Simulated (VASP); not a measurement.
Method: PBEsol GGA, VASP's PBE PAW potentials (set 64) (plane waves; VASP).

VASP input:

INCAR:
```
SYSTEM = Tc
PREC = Accurate
ENCUT = 400
EDIFF = 1E-7
NELM = 100
ALGO = Normal
LREAL = .FALSE.
LASPH = .TRUE.
ISMEAR = -5
GGA = PS
LMAXMIX = 4
LWAVE = .FALSE.
LCHARG = .TRUE.
LORBIT = 11
NEDOS = 601
ISIF = 2
```

### KPOINTS
```
Automatic mesh
0
Gamma
18 18 18
0 0 0
```

POSCAR:
```
Tc
1
    0.0000000000     1.9121868412     1.9121868412
    1.9121868412     0.0000000000     1.9121868412
    1.9121868412     1.9121868412     0.0000000000
Tc
1
Direct
  0.0000000000   0.0000000000   0.0000000000
```

POTCAR, in this order: Tc_pv (PBE.64 set). Program: vasp_std.

Output

### OSZICAR
```
       N       E                     dE             d eps       ncg     rms          rms(c)
DAV:   1     0.930722376999E+02    0.93072E+02   -0.71452E+03  4078   0.101E+03
DAV:   2    -0.106001904564E+02   -0.10367E+03   -0.10127E+03  4040   0.308E+02
DAV:   3    -0.120298490803E+02   -0.14297E+01   -0.14197E+01  4368   0.435E+01
DAV:   4    -0.120364651016E+02   -0.66160E-02   -0.66107E-02  4202   0.321E+00
DAV:   5    -0.120365150242E+02   -0.49923E-04   -0.49879E-04  4330   0.269E-01    0.185E+01
DAV:   6    -0.112932460851E+02    0.74327E+00   -0.13702E+00  4126   0.158E+01    0.575E+00
DAV:   7    -0.112003780332E+02    0.92868E-01   -0.23310E-01  4330   0.613E+00    0.685E-01
DAV:   8    -0.111937526593E+02    0.66254E-02   -0.50330E-03  4092   0.102E+00    0.162E-01
DAV:   9    -0.111937960119E+02   -0.43353E-04   -0.80899E-05  4334   0.112E-01    0.216E-02
DAV:  10    -0.111937995130E+02   -0.35012E-05   -0.52073E-06  4226   0.281E-02    0.549E-03
DAV:  11    -0.111938004488E+02   -0.93580E-06   -0.78393E-08  2808   0.358E-03    0.691E-04
DAV:  12    -0.111937998423E+02    0.60649E-06   -0.11445E-08  2176   0.134E-03    0.348E-05
DAV:  13    -0.111937998466E+02   -0.42389E-08   -0.92923E-10  2078   0.326E-04
   1 F= -.11193800E+02 E0= -.11193800E+02  d E =0.000000E+00
```

File OUTCAR:
```
------------------------ aborting loop because EDIFF is reached ----------------------------------------
  FORCE on cell =-STRESS in cart. coord.  units (eV):
  Direction    XX          YY          ZZ          XY          YZ          ZX
  --------------------------------------------------------------------------------------
  Total        0.0396327      0.0396327      0.0396327     -0.0000000     -0.0000000      0.0000000
  in kB        4.5409172      4.5409172      4.5409172     -0.0000000     -0.0000000      0.0000000
  external PRESSURE =       4.5409172 kB  Pullay stress =       0.0000000 kB
  volume of cell :       13.98
      direct lattice vectors                 reciprocal lattice vectors
     0.000000000  1.912186841  1.912186841    -0.261480724  0.261480724  0.261480724
     1.912186841  0.000000000  1.912186841     0.261480724 -0.261480724  0.261480724
     1.912186841  1.912186841  0.000000000     0.261480724  0.261480724 -0.261480724
 POSITION                                       TOTAL-FORCE (eV/Angst)
 -----------------------------------------------------------------------------------
      0.00000      0.00000      0.00000        -0.000000      0.000000      0.000000
 -----------------------------------------------------------------------------------
    total drift:                                0.000000     -0.000000      0.000000
  FREE ENERGIE OF THE ION-ELECTRON SYSTEM (eV)
  ---------------------------------------------------
  free  energy   TOTEN  =       -11.1937998466 eV

  energy  without entropy=      -11.1937998466  energy(sigma->0) =      -11.19379985

 total charge

# of ion       s       p       d       tot
------------------------------------------
    1        0.491   6.527   5.140  12.158
```
(Selected blocks of OUTCAR.)

For a metal the tetrahedron method with Blöchl corrections gives inexact stress and forces.

The structure was generated: Tc was put into the fcc type (Fm-3m), which need not be its known phase. It was relaxed first.
